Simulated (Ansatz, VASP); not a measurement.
## CuPd (Skaergaardite) in VASP and in Ansatz

```
Cu Pd
1.0
     2.92984    0.00000    0.00000
     0.00000    2.92984    0.00000
     0.00000    0.00000    2.92984
Cu Pd
1 1
Direct
  0.00000 0.00000 0.00000
  0.50000 0.50000 0.50000
```

Alike in both runs: functional LDA; k mesh 14 × 14 × 14; occupations gaussian, width 0.1 eV; no spin polarisation.

Ansatz relaxed the structure, and its values are those at the end. VASP's run is a single point on that final structure, the one shown.

|  | VASP | Ansatz |
| --- | --- | --- |
| version | VASP 6.6.1 | Ansatz 0.2.0 |
| potentials or method | VASP PAW LDA potentials, release 64 (Cu, Pd) | scalar-relativistic, plane waves, PAW |
| plane-wave cutoff (eV) | 520 | 420 |
| valence electrons in the cell | 21 | 37 |

VASP gave:

```
gap on the k mesh at the Fermi level (eV) : none
pressure (GPa)                            : 0.6
```

Which values does Ansatz return?

gap on the k mesh at the Fermi level (eV): none; pressure (GPa): 0.0.

A gap of «none» marks a metal or a gap that the smearing closes. The two sets of potentials don't hold the same shells in valence.
